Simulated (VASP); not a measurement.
VASP input:

**INCAR**
```
SIGMA=0.05
LASPH=.TRUE.
ISMEAR=0   # Gaussian
ENCUT=600
PREC=Accurate
SYSTEM=Be2C
NELM=100   # most electronic steps
EDIFF=1E-7
LCHARG=.FALSE.
ALGO=Normal
LWAVE=.FALSE.
ISIF=2   # forces and stress, cell fixed
GGA=PE   # PBE
LREAL=.FALSE.   # projection in real space or not
```

**POSCAR**
```
Be2C
1
    0.0000000000     2.0779444301     2.0779444301
    2.0779444301     0.0000000000     2.0779444301
    2.0779444301     2.0779444301     0.0000000000
Be C
2 1
Direct
  0.2500000000   0.2500000000   0.2500000000
  0.7500000000   0.7500000000   0.7500000000
  0.0000000000   0.0000000000   0.0000000000
```

**KPOINTS**
```
Automatic mesh
0
Gamma
8 8 8
0 0 0
```

POTCAR, in this order: Be C (PBE.64 set). Program: vasp_std.

**Question.** Write an equivalent input for Ansatz.

**Answer.** One equivalent input (not run):
Ansatz 0.2 input:
```yaml
crystal:
  lattice:
    - [0.0000000, 2.0779444, 2.0779444]
    - [2.0779444, 0.0000000, 2.0779444]
    - [2.0779444, 2.0779444, 0.0000000]
  atoms:
    - { symbol: Be, position: [0.2500000, 0.2500000, 0.2500000] }
    - { symbol: Be, position: [0.7500000, 0.7500000, 0.7500000] }
    - { symbol: C, position: [0.0000000, 0.0000000, 0.0000000] }
kpoints:
  mp_grid: { grid: [8, 8, 8] }
hamiltonian:
  xc: pbe
  pseudopotentials: { kind: paw }
scf:
  occupations: { method: gaussian, width: 0.05 }
  max_iter: 100
output: { forces: true, stress: true, eigenvalues: true }
```
What does not carry over: each code has its own PAW files, so the cut-off isn't converted (ENCUT is set for VASP's; basis.ecutwfc is left out, and Ansatz then takes the one that its files recommend); Ansatz stops its SCF on the density residual and VASP on the energy change (EDIFF).

The compound is Be2C in the antifluorite structure. This cell was strained or had an atom moved on purpose.
